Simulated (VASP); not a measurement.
Given:

```xyz
6
Lattice="4.3614 0.0000 0.0000 0.0000 4.3614 0.0000 0.0000 0.0000 4.3614" Properties=species:S:1:pos:R:3 pbc="T T T"
Cu     3.2710     1.0903     3.2710
Cu     1.0903     3.2710     3.2710
Cu     3.2710     3.2710     1.0903
Cu     1.0903     1.0903     1.0903
O      0.0000     0.0000     0.0000
O      2.1807     2.1807     2.1807
```

Level of theory: TPSS meta-GGA, VASP's PBE PAW potentials (set 64) (plane waves; VASP 6.6.1). Settings: 520 eV cut-off, 5×5×5 Γ-centred mesh, Gaussian smearing of 0.050 eV, potentials Cu O.

Question: Give the stress tensor in GPa (positive for a compressed cell).

Answer: 
```
-6.02   0.00   0.00
 0.00  -6.02   0.00
 0.00   0.00  -6.02
```
The pressure is its mean diagonal, -6.02 GPa.

The compound is Cu2O in the cuprite structure. This cell is one point of a volume scan, at 1.06 of the reference volume.
